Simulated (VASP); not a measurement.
Given:

```xyz
2
Lattice="3.6408 -1.8683 -0.0052 3.6408 1.8683 -0.0052 2.6864 0.0000 3.0869" Properties=species:S:1:pos:R:3 pbc="T T T"
As     2.2605     0.0000     0.6977
As     7.7074     0.0000     2.3789
```

Calculation: SCAN meta-GGA, VASP's PBE PAW potentials (set 64) (plane waves; VASP). Run with 520 eV cut-off, 12×12×12 Γ-centred mesh, first-order Methfessel-Paxton smearing of 0.10 eV, potentials As.

Q: The ions and cell shape at fixed volume are relaxed. Which structure does the run end with?

A: 
```xyz
2
Lattice="3.5815 -1.8861 -0.0342 3.5815 1.8861 -0.0342 2.6180 0.0000 3.0873" Properties=species:S:1:pos:R:3 pbc="T T T"
As     2.2359     0.0000     0.6901
As     7.5450     0.0000     2.3288
```
Space group R-3m (166), at a tolerance of 0.03 Å.

Q: How much energy does the relaxation gain?

A: The energy (σ→0) changes by -3.3 meV/atom, in 6 ionic steps.

The compound is As in the a7 structure. This cell is one point of a volume scan, at 0.97 of the reference volume. Symmetry was kept, so distortions that lower it aren't found.
